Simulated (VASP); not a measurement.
The system is KB6Rh2.

```
K B Rh
1.0
     0.00000    3.77591    3.77591
     3.77591    0.00000    3.77591
     3.77591    3.77591    0.00000
K B Rh
1 6 2
Direct
  0.50000 0.50000 0.50000
  0.50000 0.00000 0.00000
  0.00000 0.50000 0.50000
  0.00000 0.50000 0.00000
  0.50000 0.00000 0.50000
  0.00000 0.00000 0.50000
  0.50000 0.50000 0.00000
  0.25000 0.25000 0.25000
  0.75000 0.75000 0.75000
```

The cell was built by a generator and needn't be a form met in nature.

The cell isn't the ideal one: random cell by space group and Wyckoff sites (Fm-3m, No. 225).

```yaml
Program: VASP 6.6.1
Task: relaxation of cell and atoms
Functional: PBE
Potentials_or_basis: VASP PAW PBE potentials, release 64 (K_sv, B, Rh_pv)
Cutoff: 600 eV
k_mesh: 4 × 4 × 4
Occupations: gaussian, width 0.1 eV
Spin: no spin polarisation
```

At the start: pressure 47.5 GPa; volume 11.96 Å³/atom.

Q: Where does the relaxation end?

A: Over 4 steps the energy falls by 399.1 meV/atom and the volume is 15.32 Å³/atom (+28.0 %); space group Fm-3m (No. 225, to 0.05 Å).

The path:
```
step  energy change (eV)  largest force (eV/Å)  pressure (GPa)  volume (Å³)
   1              0.0000                0.0000           47.53       107.67
   2             -1.5197                0.0000          -15.27       172.99
   3             -3.5908                0.0000           -0.63       138.54
   4             -3.5923                0.0000           -0.10       137.87
```

Final structure:
```
CELL_PARAMETERS angstrom
0.00000 4.10026 4.10026
4.10026 0.00000 4.10026
4.10026 4.10026 0.00000
ATOMIC_POSITIONS crystal
K 0.50000 0.50000 0.50000
B 0.50000 0.00000 0.00000
B 0.00000 0.50000 0.50000
B 0.00000 0.50000 0.00000
B 0.50000 0.00000 0.50000
B 0.00000 0.00000 0.50000
B 0.50000 0.50000 0.00000
Rh 0.25000 0.25000 0.25000
Rh 0.75000 0.75000 0.75000
```

Caveat: the k mesh is coarse (spacing up to 0.36 Å⁻¹), so the values aren't converged; the volume moved by over 15 % at a fixed basis, so the end points are rough.
